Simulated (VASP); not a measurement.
The system is Cr2O3 (Eskolaite).

```
CELL_PARAMETERS angstrom
2.47850 1.43096 4.53077
-2.47850 1.43096 4.53077
0.00000 -2.86193 4.53077
ATOMIC_POSITIONS crystal
Cr 0.34748 0.34748 0.34748
Cr 0.15252 0.15252 0.15252
Cr 0.65252 0.65252 0.65252
Cr 0.84748 0.84748 0.84748
O 0.55580 0.94420 0.25000
O 0.25000 0.55580 0.94420
O 0.94420 0.25000 0.55580
O 0.44420 0.05580 0.75000
O 0.75000 0.44420 0.05580
O 0.05580 0.75000 0.44420
```

| Item | Value |
| --- | --- |
| Program | VASP 6.6.1 |
| Task | relaxation of cell and atoms |
| Functional | r2SCAN |
| Potentials or basis | VASP PAW PBE potentials, release 64 (Cr_pv, O) |
| Cutoff | 600 eV |
| k mesh | 9 × 9 × 9 |
| Occupations | methfessel-paxton, width 0.1 eV |
| Spin | collinear spin, ferromagnetic start |
| Starting moments | [3.0, 3.0, 3.0, 3.0, 0.0, 0.0, 0.0, 0.0, 0.0, 0.0] μB |

At the start: pressure 3.5 GPa; volume 9.64 Å³/atom.

Problem. Where does the relaxation end?

Solution. Over 11 steps the energy falls by 6.0 meV/atom and the volume is 9.77 Å³/atom (+1.3 %); space group R-3c (No. 167, to 0.05 Å); moment 12.00 μB per cell.

The path:
```
step  energy change (eV)  largest force (eV/Å)  pressure (GPa)  volume (Å³)
   1              0.0000                0.5463            3.53        96.41
   2             -0.0256                0.1893           -4.10        99.41
   3             -0.0409                0.1947           -1.37        98.26
   4             -0.0559                0.0429           -0.19        97.80
   5             -0.0568                0.0718            0.15        97.67
   6             -0.0601                0.0514            0.10        97.70
   7             -0.0601                0.0453            0.09        97.70
   8             -0.0601                0.0412            0.10        97.70
   9             -0.0604                0.0046           -0.21        97.78
  10             -0.0604                0.0057           -0.17        97.78
  11             -0.0604                0.0074            0.07        97.67
```

Final structure:
```
CELL_PARAMETERS angstrom
2.50082 1.44385 4.50820
-2.50082 1.44385 4.50820
0.00000 -2.88770 4.50820
ATOMIC_POSITIONS crystal
Cr 0.34983 0.34983 0.34983
Cr 0.15017 0.15017 0.15017
Cr 0.65017 0.65017 0.65017
Cr 0.84983 0.84983 0.84983
O 0.55180 0.94820 0.25000
O 0.25000 0.55180 0.94820
O 0.94820 0.25000 0.55180
O 0.44820 0.05180 0.75000
O 0.75000 0.44820 0.05180
O 0.05180 0.75000 0.44820
```

Caveat: the PAW data sets were made with another functional, which shifts forces and pressure a little; only a ferromagnetic start was run, and an antiferromagnetic order may lie lower in energy.
